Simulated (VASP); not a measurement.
Computed with PBE GGA, VASP's PBE PAW potentials (set 64) (plane waves; VASP 6.6.1).

VASP ran on this input.

File POSCAR:
```
WSi2
1.0
 -1.6371000000   1.6371000000   3.9933000000
  1.6371000000  -1.6371000000   3.9933000000
  1.6371000000   1.6371000000  -3.9933000000
Si W
2 1
direct
  0.6650000000   0.6650000000   0.0000000000
  0.3350000000   0.3350000000   0.0000000000
  0.0000000000   0.0000000000   0.0000000000
```

**INCAR**
```
ALGO = Normal
EDIFF = 1E-6
ENCUT = 400
GGA = PE
ISIF = 2
ISMEAR = 1
LASPH = .True.
LCHARG = .False.
LMAXMIX = 6
LREAL = .False.
LWAVE = .False.
NELM = 100
PREC = Accurate
SIGMA = 0.1
SYSTEM = WSi2
```

File KPOINTS:
```
K-points
0
Gamma
12 12 12
```

POTCAR, in this order: Si W_sv (PBE.64 set). Program: vasp_std.

Unless said otherwise, spin-orbit coupling is left out, though it shifts the bands of the heavy elements here.

**Question.** Predict the energy per atom (σ→0), pressure, band gap (on the k-mesh).

**Answer.** 
```json
{
  "energy per atom (σ→0)": "-8.255 eV/atom",
  "band gap (on the k-mesh)": "none (metal, semimetal or under 0.01 eV)",
  "pressure": "-8.55 GPa"
}
```

OSZICAR:
```
...
DAV:   6    -0.248789527300E+02    0.81685E+00   -0.56181E+00  5884   0.168E+01    0.714E+00
DAV:   7    -0.247923080300E+02    0.86645E-01   -0.44909E-01  5674   0.382E+00    0.437E+00
DAV:   8    -0.247658849238E+02    0.26423E-01   -0.64581E-02  6157   0.222E+00    0.309E-01
DAV:   9    -0.247655001093E+02    0.38481E-03   -0.15753E-03  5996   0.323E-01    0.190E-01
DAV:  10    -0.247654239813E+02    0.76128E-04   -0.39564E-04  6045   0.195E-01    0.340E-02
DAV:  11    -0.247654149801E+02    0.90012E-05   -0.52397E-05  6108   0.596E-02    0.150E-02
DAV:  12    -0.247654146365E+02    0.34364E-06   -0.23508E-06  4514   0.103E-02
   1 F= -.24765415E+02 E0= -.24765498E+02  d E =0.248920E-03
```

The compound is WSi2 in the MoSi2 type structure. The cell was not relaxed at this level.
